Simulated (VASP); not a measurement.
These are PBE GGA, VASP's PBE PAW potentials (set 64) (plane waves; VASP 6.6.1) values and carry that method's errors.

Input for VASP

POSCAR:
```
YB
1
    1.9677260000    -5.1997860000     0.0000000000
    1.9677260000     5.1997860000     0.0000000000
    0.0000000000     0.0000000000     3.8778380000
B Y
2 2
Direct
  0.5640000000   0.4360000000   0.2500000000
  0.4360000000   0.5640000000   0.7500000000
  0.8547500000   0.1452500000   0.2500000000
  0.1452500000   0.8547500000   0.7500000000
```

**INCAR**
```
! general
SYSTEM   =  YB
PREC     =  Accurate
ENCUT    =  520
LREAL    =  .False.
LASPH    =  .True.

! electronic loop
EDIFF    =  1E-6
NELM     =  100
ALGO     =  Normal
LMAXMIX  =  4

! smearing
ISMEAR   =  1
SIGMA    =  0.1

! functional
GGA      =  PE

! ions
ISIF     =  2

! output
LWAVE    =  .False.
LCHARG   =  .False.
```

### KPOINTS
```
Automatic
0
Monkhorst Pack
4 4 4
```

POTCAR, in this order: B Y_sv (PBE.64 set). Program: vasp_std.

Output of the run:

OUTCAR:
```
 ion  position               nearest neighbor table
   1  0.564  0.436  0.250-   4 2.89   4 2.89   4 2.89   4 2.89   3 2.93   3 2.93   3 3.02
   2  0.436  0.564  0.750-   3 2.89   3 2.89   3 2.89   3 2.89   4 2.93   4 2.93   4 3.02
   3  0.855  0.145  0.250-   2 2.89   2 2.89   2 2.89   2 2.89   1 2.93   1 2.93   1 3.02   4 3.52
                             4 3.52   4 3.52   4 3.52   4 3.59   4 3.59
   4  0.145  0.855  0.750-   1 2.89   1 2.89   1 2.89   1 2.89   2 2.93   2 2.93   2 3.02   3 3.52
                             3 3.52   3 3.52   3 3.52   3 3.59   3 3.59
  LATTYP: Found a base centered orthorhombic cell.
 ALAT       =     3.9354520000
 B/A-ratio  =     2.6425355969
 C/A-ratio  =     0.9853602585
 Subroutine PRICEL returns:
 Original cell was already a primitive cell.
 Subroutine GETGRP returns: Found  8 space group operations
The static configuration has the point symmetry C_2h.
 The point group associated with its full space group is D_2h.
The dynamic configuration has the point symmetry C_2h.
 Subroutine INISYM returns: Found  8 space group operations
 Subroutine IBZKPT returns following result:
 Found     12 irreducible k-points:

 Following reciprocal coordinates:
            Coordinates               Weight
  0.125000  0.125000  0.125000      4.000000
  0.375000  0.125000  0.125000      8.000000
 -0.375000  0.125000  0.125000      8.000000
 -0.125000  0.125000  0.125000      4.000000
  0.375000  0.375000  0.125000      4.000000
 -0.375000  0.375000  0.125000      4.000000
  0.125000  0.125000  0.375000      4.000000
  0.375000  0.125000  0.375000      8.000000
 -0.375000  0.125000  0.375000      8.000000
 -0.125000  0.125000  0.375000      4.000000
  0.375000  0.375000  0.375000      4.000000
 -0.375000  0.375000  0.375000      4.000000
   k-points           NKPTS =     12   k-points in BZ     NKDIM =     12   number of bands    NBANDS=     18
   number of dos      NEDOS =    301   number of ions     NIONS =      4
   total plane-waves  NPLWV =  52920
   dimension x,y,z NGX =    42 NGY =   42 NGZ =   30
   dimension x,y,z NGXF=    84 NGYF=   84 NGZF=   60
   ions per type =               2   2
   PREC   = accura    normal or accurate (medium, high low for compatibility)
   ISTART =      0    job   : 0-new  1-cont  2-samecut
   ICHARG =      2    charge: 1-file 2-atom 10-const
   ISPIN  =      1    spin polarized calculation?
   LNONCOLLINEAR =      F non collinear calculations
   LSORBIT =      F    spin-orbit coupling
   INIWAV =      1    electr: 0-lowe 1-rand  2-diag
   ENCUT  =  520.0 eV  38.22 Ry    6.18 a.u.  10.34 10.34  7.21*2*pi/ulx,y,z
   NELM   =    100;   NELMIN=  2; NELMDL= -5     # of ELM steps
   EDIFF  = 0.1E-05   stopping-criterion for ELM
   LREAL  =      F    real-space projection
   NLSPLINE    = F    spline interpolate recip. space projectors
   LMAXMIX     =    4 max onsite mixed and CHGCAR
   VOSKOWN=      0    Vosko Wilk Nusair interpolation
   EDIFFG = 0.1E-04   stopping-criterion for IOM
   NSW    =      0    number of steps for IOM
   NBLOCK =      1;   KBLOCK =      1    inner block; outer block
   IBRION =     -1    ionic relax: 0-MD 1-quasi-New 2-CG
   NFREE  =      0    steps in history (QN), initial steepest desc. (CG)
   ISIF   =      2    stress and relaxation
   ISYM   =      2    0-nonsym 1-usesym 2-fastsym
   TEIN   =    0.0    initial temperature
   TEBEG  =    0.0;   TEEND  =   0.0 temperature during run
   SMASS  =  -3.00    Nose mass-parameter (am)
   PSTRESS=    0.0 pullay stress
   NELECT =      28.0000    total number of electrons
   EFERMI =   0.00;   METHOD = LEGACY
   ISMEAR =     1;   SIGMA  =   0.10  broadening in eV -4-tet -1-fermi 0-gaus
   IALGO  =     38    algorithm
   LDIAG  =      T    sub-space diagonalisation (order eigenvalues)
   IMIX   =      4    mixing-type and parameters
     AMIX     =   0.40;   BMIX     =  1.00
     AMIX_MAG =   1.60;   BMIX_MAG =  1.00
     AMIN     =   0.10
...
```

**OSZICAR**
```
       N       E                     dE             d eps       ncg     rms          rms(c)
DAV:   1     0.110671005106E+03    0.11067E+03   -0.14193E+04   432   0.147E+03
DAV:   2    -0.201401510843E+02   -0.13081E+03   -0.12797E+03   546   0.305E+02
DAV:   3    -0.290421559639E+02   -0.89020E+01   -0.88527E+01   768   0.542E+01
DAV:   4    -0.292829124237E+02   -0.24076E+00   -0.24056E+00   552   0.883E+00
DAV:   5    -0.292900113560E+02   -0.70989E-02   -0.70962E-02   652   0.122E+00    0.319E+01
DAV:   6    -0.260090872532E+02    0.32809E+01   -0.15935E+01   492   0.147E+01    0.300E+01
DAV:   7    -0.260500019260E+02   -0.40915E-01   -0.16007E+00   672   0.605E+00    0.198E+01
DAV:   8    -0.260583097189E+02   -0.83078E-02   -0.24577E-01   492   0.324E+00    0.226E+00
DAV:   9    -0.260501436619E+02    0.81661E-02   -0.73760E-02   554   0.118E+00    0.543E-01
DAV:  10    -0.260504659281E+02   -0.32227E-03   -0.39513E-03   562   0.366E-01    0.299E-01
DAV:  11    -0.260504581690E+02    0.77591E-05   -0.80770E-04   528   0.205E-01    0.787E-02
DAV:  12    -0.260504729619E+02   -0.14793E-04   -0.92704E-05   658   0.700E-02    0.318E-02
DAV:  13    -0.260504718262E+02    0.11356E-05   -0.29618E-06   416   0.143E-02    0.186E-02
DAV:  14    -0.260504710015E+02    0.82470E-06   -0.27955E-06   398   0.116E-02
   1 F= -.26050471E+02 E0= -.26049584E+02  d E =-.266183E-02
```

OUTCAR:
```
------------------------ aborting loop because EDIFF is reached ----------------------------------------
  FORCE on cell =-STRESS in cart. coord.  units (eV):
  Direction    XX          YY          ZZ          XY          YZ          ZX
  --------------------------------------------------------------------------------------
  Total       -3.7054679     -7.0148600     -9.5012468      0.0000000      0.0000000      0.0000000
  in kB      -74.8141738   -141.6314952   -191.8321655      0.0000000      0.0000000      0.0000000
  external PRESSURE =    -136.0926115 kB  Pullay stress =       0.0000000 kB
  volume of cell :       79.35
      direct lattice vectors                 reciprocal lattice vectors
     1.967726000 -5.199786000  0.000000000     0.254100418 -0.096157803  0.000000000
     1.967726000  5.199786000  0.000000000     0.254100418  0.096157803  0.000000000
     0.000000000  0.000000000  3.877838000     0.000000000  0.000000000  0.257875651
 POSITION                                       TOTAL-FORCE (eV/Angst)
 -----------------------------------------------------------------------------------
      1.96773     -0.66557      0.96946         0.000000      0.741786      0.000000
      1.96773      0.66557      2.90838         0.000000     -0.741786     -0.000000
      1.96773     -3.68925      0.96946         0.000000     -1.375171      0.000000
      1.96773      3.68925      2.90838         0.000000      1.375171      0.000000
 -----------------------------------------------------------------------------------
    total drift:                               -0.000000     -0.000000      0.000000
  FREE ENERGIE OF THE ION-ELECTRON SYSTEM (eV)
  ---------------------------------------------------
  free  energy   TOTEN  =       -26.0504710015 eV

  energy  without entropy=      -26.0478091760  energy(sigma->0) =      -26.04958373
```
(Selected blocks of OUTCAR.)

The structure was generated: YB was put into the CrB type (Cmcm), which need not be its known phase. The cell was not relaxed at this level. The k-mesh is coarse (spacing up to 0.43 per Å, 2π included), so the numbers may not be converged in it. The run is one of a series of settings (KPOINTS 4×4×4 Monkhorst-Pack mesh against the base run), some of them coarse on purpose.
